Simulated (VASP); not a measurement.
# HfZrSe3: single point with r2SCAN

The system is HfZrSe3.

```
CELL_PARAMETERS angstrom
3.32029 1.91697 6.28874
-3.32029 1.91697 6.28874
0.00000 -3.83394 6.28874
ATOMIC_POSITIONS crystal
Zr 0.33388 0.33388 0.33388
Zr 0.66612 0.66612 0.66612
Hf 0.16822 0.16822 0.16822
Hf 0.83178 0.83178 0.83178
Se 0.75543 0.41644 0.08204
Se 0.41644 0.08204 0.75543
Se 0.08204 0.75543 0.41644
Se 0.24457 0.58356 0.91796
Se 0.58356 0.91796 0.24457
Se 0.91796 0.24457 0.58356
```

The cell was built by a generator and needn't be a form met in nature.

```yaml
Program: VASP 6.6.1
Task: single point
Functional: r2SCAN
Potentials_or_basis: VASP PAW PBE potentials, release 64 (Zr_sv, Hf_pv, Se)
Cutoff: 520 eV
k_mesh: 6 × 6 × 6
Occupations: gaussian, width 0.1 eV
Spin: no spin polarisation
Further_INCAR_settings: ALGO = Normal; EDIFF = 1e-06; NBANDS = 51
```

- Pressure: -1.2 GPa
- Largest force: 0.115 eV/Å
- Band gap on the k mesh: none (metal or under the smearing width)

Forces in eV/Å, atoms in the order of the input:
```
Zr   0.000  0.000 -0.110
Zr   0.000  0.000  0.110
Hf   0.000  0.000  0.112
Hf   0.000  0.000 -0.112
Se  -0.023  0.095  0.062
Se   0.094 -0.028  0.062
Se  -0.071 -0.067  0.062
Se   0.023 -0.095 -0.062
Se  -0.094  0.028 -0.062
Se   0.071  0.067 -0.062
```

Stress tensor (GPa, compression positive):
```
-0.83  0.00  0.00
 0.00 -0.83  0.00
 0.00  0.00 -1.86
```

Levels at points of the mesh, in eV from the Fermi level:
```csv
k point,band 37,band 38,band 39,band 40,band 41,band 42,band 43,band 44
"(0.00, 0.00, 0.00)",-1.81,-1.81,-1.08,0.00,0.00,0.48,0.48,0.57
"(0.50, 0.00, 0.00)",-2.46,-2.41,-0.46,-0.44,0.25,0.49,0.78,1.11
"(0.50, 0.50, 0.00)",-2.97,-2.33,-1.01,-0.68,-0.09,0.49,0.98,1.13
"(0.50, 0.50, 0.50)",-2.81,-2.81,0.22,0.34,0.64,0.64,0.83,0.83
```

It took 9.2 min on 4 MPI ranks on Intel(R) Xeon(R) 6975P-C (Granite Rapids), on a shared host, peak memory 0.75 GiB a rank.

Caveat: the PAW data sets were made with another functional, which shifts forces and pressure a little. The run has no spin-orbit coupling, so splittings on Hf are missing.
